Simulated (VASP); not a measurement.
Input:

```yaml
crystal:
  lattice:
    - [0.00000, 2.43565, 2.43565]
    - [2.43565, 0.00000, 2.43565]
    - [2.43565, 2.43565, 0.00000]
  atoms:
    - { symbol: B, position: [0.00000, 0.00000, 0.00000] }
    - { symbol: As, position: [0.25000, 0.25000, 0.25000] }
```

All values below come from PBEsol GGA, VASP's PBE PAW potentials (set 64) (plane waves; VASP 6.6.1). Settings: 520 eV cut-off, 10×10×10 Γ-centred mesh, Gaussian smearing of 0.050 eV, potentials B As.

Question: Estimate the energy per atom (σ→0), pressure.

Answer: 
The energy per atom (σ→0) comes out as -6.083 eV/atom and the pressure is -7.27 GPa.

Only differences to runs with the same potentials and settings are physical.

The compound is BAs in the zinc blende structure. This cell is one point of a volume scan, at 1.06 of the reference volume.
